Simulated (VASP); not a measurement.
Write the native input for VASP 6.6.1 that does the following.

| Item | Value |
| --- | --- |
| Task | relaxation of cell and atoms |
| Functional | PBEsol |
| Dispersion | rVV10 |
| Potentials or basis | VASP PAW PBE potentials, release 64 (Mn_pv, Si, Se) |
| Cutoff | 600 eV |
| k mesh | 5 × 5 × 5 |
| Occupations | fermi-dirac, width 0.05 eV |
| Spin | collinear spin, ferromagnetic start |
| Starting moments | [4.0, 0.0, 0.0, 0.0, 0.0] μB |
| Further INCAR settings | ALGO = Normal; EDIFF = 1e-06; IBRION = 2; EDIFFG = -0.01; NSW = 60; ISIF = 3 |

The structure of MnSiSe3 lies in POSCAR:

```
MnSiSe3
1.0
    4.8341200000      0.0000000000      0.0000000000
    0.0000000000      4.8341200000      0.0000000000
    0.0000000000      0.0000000000      4.8341200000
Mn Si Se
1 1 3
Direct
    0.0000000000      0.0000000000      0.0000000000
    0.5000000000      0.5000000000      0.5000000000
    0.0000000000      0.5000000000      0.5000000000
    0.5000000000      0.0000000000      0.5000000000
    0.5000000000      0.5000000000      0.0000000000
```

The cell was built by a generator and needn't be a form met in nature.

The input as run:

INCAR

```
PREC = Accurate ; ENCUT = 600
EDIFF = 1E-6 ; ISMEAR = -1
SIGMA = 0.05 ; LREAL = False
LASPH = True ; NELM = 100
ALGO = Normal ; ISIF = 3
LWAVE = False ; LCHARG = False
ISPIN = 2 ; MAGMOM = 4 0 0 0 0
LORBIT = 11 ; LMAXMIX = 4
GGA = PS ; LUSE_VDW = True
IVDW_NL = 2 ; BPARAM = 20.0
CPARAM = 0.0093 ; IBRION = 2
NSW = 60 ; EDIFFG = -0.01
```

KPOINTS

```
regular mesh
0
Gamma
  5 5 5
```

Potentials or basis: VASP PAW PBE potentials, release 64 (Mn_pv, Si, Se).

The run is started by

```console
$ cat potpaw_PBE.64/Mn_pv/POTCAR potpaw_PBE.64/Si/POTCAR potpaw_PBE.64/Se/POTCAR > POTCAR
$ mpirun -np 1 vasp_std > vasp.out
```

Results of the run:

The relaxed volume is 21.56 Å³/atom. The relaxed cell is a = 4.759 Å, b = 4.759 Å, c = 4.759 Å, α = 90.00°, β = 90.00°, γ = 90.00°. The space group after relaxing (to 0.05 Å) is Pm-3m (No. 221). The energy gained by relaxing is 9.5 meV/atom and the ionic steps are 3. The pressure after relaxing is 0.0 GPa and the band gap on the k mesh is none (metal or under the smearing width). The net moment is 5.25 μB per cell. The site moments are Mn +4.49; Si +0.04; Se +0.06 μB and the valence electrons inside the program's atomic spheres are Mn 11.10; Si 1.54; Se 3.84.

Caveat: the PAW data sets were made with another functional, which shifts forces and pressure a little; a cell with one magnetic atom can't hold antiferromagnetic order, which such compounds often take; semilocal functionals often make such compounds metallic where correlation or magnetic order opens a gap, which also shifts bond lengths.

Run time: 5.2 min on 1 thread of Intel(R) Xeon(R) 6975P-C (Granite Rapids), with other jobs on the host, peak memory 0.55 GiB.
